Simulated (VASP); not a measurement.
Output of a VASP run:

OSZICAR:
```
...
DAV:  11    -0.547045767103E+01   -0.38919E-05   -0.23195E-05  6826   0.578E-02    0.318E-02
DAV:  12    -0.547045843296E+01   -0.76193E-06   -0.93287E-07  6403   0.124E-02    0.839E-03
DAV:  13    -0.547045849370E+01   -0.60736E-07   -0.33342E-07  4808   0.660E-03
   1 F= -.44560010E+01 E0= -.44561521E+01  d E =-.445600E+01  mag=     0.5935
       N       E                     dE             d eps       ncg     rms          rms(c)
DAV:   1    -0.876614671213E+01   -0.32957E+01   -0.55370E+01  5460   0.121E+02    0.166E+01
DAV:   2    -0.596969725597E+01    0.27964E+01   -0.38210E+01  5430   0.108E+02    0.603E+00
DAV:   3    -0.538196677544E+01    0.58773E+00   -0.44261E+00  5425   0.344E+01    0.267E+00
DAV:   4    -0.532086562445E+01    0.61101E-01   -0.44307E-02  6550   0.194E+00    0.138E+00
DAV:   5    -0.530132117816E+01    0.19544E-01   -0.24869E-02  6819   0.134E+00    0.714E-01
DAV:   6    -0.530150012516E+01   -0.17895E-03   -0.19316E-03  5819   0.583E-01    0.186E-01
DAV:   7    -0.530147629093E+01    0.23834E-04   -0.51981E-05  6295   0.103E-01    0.569E-02
DAV:   8    -0.530146805051E+01    0.82404E-05   -0.48411E-06  5692   0.300E-02    0.942E-03
DAV:   9    -0.530146784004E+01    0.21046E-06   -0.30897E-07  4300   0.620E-03    0.660E-03
DAV:  10    -0.530146813472E+01   -0.29467E-06   -0.46026E-08  2700   0.223E-03    0.261E-03
DAV:  11    -0.530146826471E+01   -0.12999E-06   -0.22946E-08  2666   0.140E-03    0.201E-04
DAV:  12    -0.530146828182E+01   -0.17111E-07   -0.17060E-09  2638   0.473E-04
   2 F= -.44238697E+01 E0= -.44238975E+01  d E =0.321314E-01  mag=     0.5711
       N       E                     dE             d eps       ncg     rms          rms(c)
DAV:   1    -0.664936933005E+01   -0.13479E+01   -0.20451E+01  5406   0.826E+01    0.921E+00
DAV:   2    -0.577946140692E+01    0.86991E+00   -0.17035E+01  5466   0.597E+01    0.441E+00
DAV:   3    -0.546924556221E+01    0.31022E+00   -0.22785E+00  5431   0.255E+01    0.180E+00
DAV:   4    -0.544574542598E+01    0.23500E-01   -0.16707E-02  6103   0.123E+00    0.852E-01
DAV:   5    -0.544179651982E+01    0.39489E-02   -0.10256E-02  6976   0.863E-01    0.220E-01
DAV:   6    -0.544174685354E+01    0.49666E-04   -0.13661E-04  6493   0.142E-01    0.102E-01
DAV:   7    -0.544178511759E+01   -0.38264E-04   -0.23312E-05  5759   0.710E-02    0.373E-02
DAV:   8    -0.544178499211E+01    0.12548E-06   -0.70068E-06  6346   0.359E-02    0.772E-03
DAV:   9    -0.544178482852E+01    0.16359E-06   -0.25890E-07  3620   0.725E-03    0.133E-03
DAV:  10    -0.544178482982E+01   -0.12967E-08   -0.12464E-08  2627   0.153E-03
   3 F= -.44870064E+01 E0= -.44870475E+01  d E =-.310054E-01  mag=     0.5836
       N       E                     dE             d eps       ncg     rms          rms(c)
DAV:   1    -0.544088569779E+01    0.89913E-03   -0.42898E-03  5428   0.114E+00    0.135E-01
DAV:   2    -0.544070134142E+01    0.18436E-03   -0.36678E-03  5465   0.938E-01    0.649E-02
DAV:   3    -0.544063471090E+01    0.66631E-04   -0.49636E-04  5432   0.364E-01    0.217E-02
DAV:   4    -0.544062959569E+01    0.51152E-05   -0.35802E-06  5904   0.170E-02    0.123E-02
DAV:   5    -0.544062880941E+01    0.78628E-06   -0.15405E-06  7111   0.101E-02    0.226E-03
DAV:   6    -0.544062866654E+01    0.14287E-06   -0.22249E-08  2630   0.162E-03    0.110E-03
DAV:   7    -0.544062853616E+01    0.13038E-06   -0.12021E-08  2623   0.187E-03    0.152E-04
DAV:   8    -0.544062853006E+01    0.60968E-08   -0.54540E-10  2620   0.316E-04
   4 F= -.44870192E+01 E0= -.44870588E+01  d E =-.310181E-01  mag=     0.5833
```

**OUTCAR**
```
------------------------ aborting loop because EDIFF is reached ----------------------------------------
  FORCE on cell =-STRESS in cart. coord.  units (eV):
  Direction    XX          YY          ZZ          XY          YZ          ZX
  --------------------------------------------------------------------------------------
  Total        0.9548035      0.9548035      0.9548035     -0.0000000     -0.0000000     -0.0000000
  in kB      150.1878404    150.1878404    150.1878404     -0.0000000     -0.0000000     -0.0000000
  external PRESSURE =       0.1878404 kB  Pullay stress =     150.0000000 kB
  volume of cell :       10.19
      direct lattice vectors                 reciprocal lattice vectors
    -0.000000000  1.720494448  1.720494448    -0.290614132  0.290614132  0.290614132
     1.720494448  0.000000000  1.720494448     0.290614132 -0.290614132  0.290614132
     1.720494448  1.720494448  0.000000000     0.290614132  0.290614132 -0.290614132
 POSITION                                       TOTAL-FORCE (eV/Angst)
 -----------------------------------------------------------------------------------
      1.72049      1.72049      0.00000         0.000000      0.000000     -0.000000
 -----------------------------------------------------------------------------------
    total drift:                                0.000000      0.000000     -0.000000
  FREE ENERGIE OF THE ION-ELECTRON SYSTEM (eV)
  ---------------------------------------------------
  free  energy   TOTEN  =        -5.4406285301 eV

  energy  without entropy=       -5.4407472943  energy(sigma->0) =       -5.44066812
  enthalpy is  TOTEN    =        -4.4870191837 eV   P V=        0.9536093463

 total charge

# of ion       s       p       d       tot
------------------------------------------
    1        0.526   0.559   8.351   9.436

 magnetization (x)

# of ion       s       p       d       tot
------------------------------------------
    1       -0.007  -0.025   0.621   0.589

 reached required accuracy - stopping structural energy minimisation
```
(Selected blocks of OUTCAR.)

POSCAR:
```
Ni
1
    0.0000000000     1.7563364750     1.7563364750
    1.7563364750    -0.0000000000     1.7563364750
    1.7563364750     1.7563364750     0.0000000000
Ni
1
Direct
  0.0000000000   0.0000000000   0.0000000000
```

Q: Reconstruct the remaining input files.

A: This is not unique; one that fits is the input of the run itself, PBE GGA, plane waves, VASP's PBE PAW potentials (set 64).

KPOINTS:
```
Automatic mesh
0
gamma
16 16 16
```

### INCAR
```
ALGO  =  Normal
EDIFF  =  1E-7
EDIFFG  =  -0.01
ENCUT  =  480
GGA  =  PE
IBRION  =  2
ISIF  =  3
ISMEAR  =  1
ISPIN  =  2
LASPH  =  T
LCHARG  =  F
LMAXMIX  =  4
LORBIT  =  10
LREAL  =  F
LWAVE  =  F
MAGMOM  =  0.6
NELM  =  100
NSW  =  40
PREC  =  Accurate
PSTRESS  =  150
SIGMA  =  0.1
SYSTEM  =  Ni
```

POTCAR, in this order: Ni (PBE.64 set). Program: vasp_std.

Energy and stress use the plane-wave basis of the starting cell.

The compound is Ni in the fcc structure. This run relaxes it under an external pressure of 15 GPa. Symmetry was kept, so distortions that lower it aren't found.
